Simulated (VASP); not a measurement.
Here is the system:

```
Ni
1.0
    0.00000     1.71900     1.71900
    1.71900     0.00000     1.71900
    1.71900     1.71900     0.00000
Ni
1
Direct
  0.00000   0.00000   0.00000
```
Starting moments (μB, in the order of the record's atoms Ni): 0.6.

All values below come from PBEsol GGA, VASP's PBE PAW potentials (set 64) (plane waves; VASP). Run with 500 eV cut-off, 18×18×18 Γ-centred mesh, first-order Methfessel-Paxton smearing of 0.10 eV, potentials Ni.

Q: Estimate the cell moment, energy per atom (σ→0), pressure, band gap (on the k-mesh) with the smallest direct gap where there is one.

A: 
| Property | Value |
|---|---|
| band gap (on the k-mesh) | none (metal, semimetal or under 0.01 eV) |
| cell moment | 0.61 μB |
| energy per atom (σ→0) | -6134 meV/atom |
| pressure | 4.94 GPa |

Q: Give the moment on each site (PAW-sphere projection).

A: 
```csv
site,moment (μB)
Ni1,0.61
```

Only differences to runs with the same potentials and settings are physical.

The compound is Ni in the fcc structure. It was relaxed first under an external pressure of 5 GPa.
